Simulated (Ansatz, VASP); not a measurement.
**K4Te: VASP beside Ansatz**

```
K Te
1.0
     7.09566    0.00000    0.00000
     0.00000    7.09566    0.00000
     0.00000    0.00000    7.09566
K Te
4 1
Direct
  0.26746 0.73254 0.73254
  0.73254 0.26746 0.73254
  0.73254 0.73254 0.26746
  0.26746 0.26746 0.26746
  0.00000 0.00000 0.00000
```

Change from the starting cell: species swapped into the SnI4 type (P-43m, No. 215).

Alike in both runs: functional PBE; k mesh 6 × 6 × 6; occupations gaussian, width 0.1 eV; no spin polarisation.

Ansatz relaxed the structure, and its values are those at the end. VASP's run is a single point on that final structure, the one shown.

```csv
,VASP,Ansatz
version,VASP 6.6.1,Ansatz 0.2.0
potentials or method,"VASP PAW PBE potentials, release 64 (K_sv, Te)","scalar-relativistic, plane waves, PAW"
plane-wave cutoff (eV),520,420
valence electrons in the cell,42,52
```

|  | VASP | Ansatz | Ansatz less VASP |
| --- | --- | --- | --- |
| gap on the k mesh at the Fermi level (eV) | none | none | - |
| pressure (GPa) | 0.0 | 0.0 | 0.00 |
| rms of the force components (eV/Å) | 0.004 | 0.002 | -0.0023 |

A gap of «none» marks a metal or a gap that the smearing closes. The functional is the same, so the differences come from potentials, cutoffs and numerics. The two sets of potentials don't hold the same shells in valence.

The runs have no spin-orbit coupling, so splittings on Te are missing.
